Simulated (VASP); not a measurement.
All values below come from LDA (Ceperley-Alder, Perdew-Zunger), VASP's LDA PAW potentials (set 64) (plane waves; VASP). For the first row: Run with 400 eV cut-off, 10×10×6 Γ-centred mesh, tetrahedra with Blöchl corrections, potentials Hf_pv Te.

```csv
system,energy (eV/atom)
HfTe$_{2}$ (space group P-3m1),-6.9225
Hf (hcp),-10.6949
Te (trig),-3.8022
```

The references are the elements' solids at the same level; no temperature or zero-point terms are added.    Spin-orbit coupling is left out, which shifts such energies by up to tenths of an eV for the heavy elements here.

### Question
What is the formation energy per atom of HfTe2?

### Answer
The references average (1×(-10.6949) + 2×(-3.8022))/3 = -6.0998 eV, so the formation energy is -6.9225 − (-6.0998) = -0.823 eV/atom.
